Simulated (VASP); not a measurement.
Method: r2SCAN meta-GGA, VASP's PBE PAW potentials (set 64) (plane waves; VASP 6.6.1).

The input files of a VASP run:

### KPOINTS
```
kpoints
0
Gamma
8 8 8
```

INCAR:
```
NSW=40
ISIF=3   # ions, shape and volume
SIGMA=0.05   # width (eV)
LASPH=.True.
LCHARG=.False.
METAGGA=R2SCAN
SYSTEM=NaI
IBRION=2   # conjugate gradients
PREC=Accurate
ALGO=Normal   # blocked Davidson
ISMEAR=0
EDIFF=1E-7   # SCF stop (eV)
LREAL=.False.   # projection in real space or not
LWAVE=.False.
LMIXTAU=.True.
EDIFFG=-0.01   # ionic stop
ENCUT=480   # plane-wave cut-off (eV)
LMAXMIX=4   # l cut-off of mixed one-centre charges
NELM=100
PSTRESS=200   # kbar
```

**POSCAR**
```
NaI
1
   -0.0000000000     3.2231658243     3.2231658243
    3.2231658243     0.0000000000     3.2231658243
    3.2231658243     3.2231658243    -0.0000000000
Na I
1 1
Direct
  0.0000000000   0.0000000000   0.0000000000
  0.5000000000   0.5000000000   0.5000000000
```

POTCAR, in this order: Na_pv I (PBE.64 set). Program: vasp_std.

Energy and stress use the plane-wave basis of the starting cell. Unless said otherwise, spin-orbit coupling is left out, though it shifts the bands of the heavy elements here.

### Question
Estimate the energy per atom (σ→0), volume per atom, band gap (on the k-mesh).

### Answer

```json
{
 "energy per atom (σ→0)": "-15.064 eV/atom",
 "band gap (on the k-mesh)": "4.74 eV",
 "volume_per_atom": "21.99 Å^3/atom"
}
```

OSZICAR:
```
...
DAV:   6    -0.301279806426E+02    0.77117E-05   -0.25366E-06   638   0.225E-02    0.173E-02
DAV:   7    -0.301279830446E+02   -0.24019E-05   -0.43771E-06   638   0.321E-02    0.173E-02
DAV:   8    -0.301279828725E+02    0.17206E-06   -0.55513E-08   412   0.326E-03    0.159E-02
DAV:   9    -0.301279823935E+02    0.47897E-06   -0.50446E-08   319   0.371E-03    0.115E-02
DAV:  10    -0.301279827293E+02   -0.33575E-06   -0.88272E-08   341   0.470E-03    0.648E-03
DAV:  11    -0.301279825795E+02    0.14979E-06   -0.13779E-08   319   0.150E-03    0.389E-03
DAV:  12    -0.301279825546E+02    0.24951E-07   -0.89624E-09   319   0.110E-03
   8 F= -.24638897E+02 E0= -.24638897E+02  d E =-.314532E-03
```

The compound is NaI in the rock salt structure. This run relaxes it under an external pressure of 20 GPa. Symmetry was kept, so distortions that lower it aren't found.
